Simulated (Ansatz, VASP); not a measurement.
LiCuAuO2: VASP beside Ansatz

```
Li Cu Au O
1.0
     1.63720    0.94524    6.41882
    -1.63720    0.94524    6.41882
     0.00000   -1.89048    6.41882
Li Cu Au O
1 1 1 2
Cartesian
  0.0000 0.0000 14.5821
  0.0000 0.0000 9.9325
  0.0000 0.0000 19.0984
  0.0000 0.0000 17.0270
  0.0000 0.0000 1.9434
```

Alike in both runs: task single point; functional RPBE; k mesh 3 × 3 × 3; occupations gaussian, width 0.1 eV; collinear spin.

|  | VASP | Ansatz |
| --- | --- | --- |
| version | VASP 6.6.1 | Ansatz 0.2.0 |
| potentials or method | VASP PAW PBE potentials, release 64 (Li_sv, Cu, Au, O) | scalar-relativistic, plane waves, PAW |
| plane-wave cutoff (eV) | 520 | 420 |
| valence electrons in the cell | 37 | 53 |

VASP gave:

* gap on the k mesh at the Fermi level (eV): none
* rms of the force components (eV/Å): 0.062
* net moment per atom (μB): 0.17
* size of the moment on the site where the two differ most (μB): 0.23

Problem. Which values does Ansatz return?

Solution. gap on the k mesh at the Fermi level (eV): none; rms of the force components (eV/Å): 0.058; net moment per atom (μB): 0.18; size of the moment on the site where the two differ most (μB): 0.24.

Site moments also hang on the region over which each program counts them. Atom by atom the forces differ by 0.013 eV/Å (rms over components). A gap of «none» marks a metal or a gap that the smearing closes. The two sets of potentials don't hold the same shells in valence.

Caveats: the k mesh is coarse (spacing up to 0.75 Å⁻¹), so the values aren't converged; the PAW data sets were made with another functional, which shifts forces and pressure a little (VASP); a cell with one magnetic atom can't hold antiferromagnetic order, which such compounds often take; semilocal functionals often make such compounds metallic where correlation or magnetic order opens a gap, which also shifts bond lengths. The runs have no spin-orbit coupling, so splittings on Au are missing.
